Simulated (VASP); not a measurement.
Runs of VASP 6.6.1 on Cu. The structure is cubic, space group Fm-3m (No. 225). The conventional cell has a = 3.650 Å, b = 3.650 Å, c = 3.650 Å, α = 90.00°, β = 90.00°, γ = 90.00°. Cu (site symmetry m-3m) has 12 Cu at 2.58 Å as nearest neighbours. 

```csv
task,level,potentials or basis,cell,k mesh,cutoff (eV),mesh quality,gap on the mesh (eV),pressure (GPa),relaxed volume (Å³/atom)
relaxation of cell and atoms,PBE,"VASP PAW PBE potentials, release 64 (Cu)",relaxed,20 × 20 × 20,600,not flagged,none,0.0,(b)
relaxation of cell and atoms,PBE+D3(BJ),"VASP PAW PBE potentials, release 64 (Cu)",relaxed,20 × 20 × 20,600,not flagged,none,0.0,11.36
relaxation of cell and atoms,PBEsol,"VASP PAW PBE potentials, release 64 (Cu)",relaxed,20 × 20 × 20,600,not flagged,none,0.0,11.38
relaxation of cell and atoms,PBEsol,"VASP PAW PBE potentials, release 64 (Cu)",relaxed,20 × 20 × 20,580,not flagged,none,-0.1,11.38
relaxation of cell and atoms,LDA,"VASP PAW LDA potentials, release 64 (Cu)",relaxed,20 × 20 × 20,600,not flagged,none,0.0,10.95
single point,PBEsol,"VASP PAW PBE potentials, release 64 (Cu)",as given,20 × 20 × 20,520,not flagged,none,-9.3,-
relaxation of cell and atoms,PBEsol,"VASP PAW PBE potentials, release 64 (Cu)",relaxed,8 × 8 × 8,600,coarse,none,-0.1,11.44
relaxation of cell and atoms,RPBE,"VASP PAW PBE potentials, release 64 (Cu)",relaxed,20 × 20 × 20,600,not flagged,none,0.0,(a)
```

Alike in all rows: no spin polarisation; smearing gaussian 0.1 eV.

Task: Fill in the values left out.

Result: (a) 12.46; (b) 12.00.

Caveats: some runs use coarse meshes; the PAW data sets were made with another functional, which shifts forces and pressure a little (some runs); pairwise dispersion overbinds metals, which lowers pressure and volume (some runs).

A k mesh can miss the band edges.

A gap of «none» marks a metal or a gap under the smearing width.

Not every run made on this cell is shown here.
